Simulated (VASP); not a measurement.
AgIr3 (ordered alloy cell): computed properties

Method: PBEsol GGA, VASP's PBE PAW potentials (set 64) (plane waves; VASP 6.6.1).

- space group: Cmmm (65)
- cell: a = 5.4653 Å, b = 7.8468 Å, c = 2.7162 Å, α = β = γ = 90.00°
- volume per atom: 14.56 Å³/atom
- band gap (over mesh and band path): none (metal, semimetal or under 0.01 eV)
- density: 19.52 g/cm³

```
AgIr3
1.0
   -0.01162     3.85289     3.92340
    3.85289    -0.01162     3.92340
    1.92064     1.92064     0.00000
Ir Ag
3 1
Direct
  0.00000   0.00000   0.00000
  0.00000   0.50000   0.00000
  0.50000   0.00000   0.00000
  0.50000   0.50000   0.00000
```

Unless said otherwise, spin-orbit coupling is left out, though it shifts the bands of the heavy elements here.

The structure was generated: AgIr3 was put into an ordered model structure (Cmmm), which need not be its known phase. It was relaxed first. Symmetry was kept, so distortions that lower it aren't found.
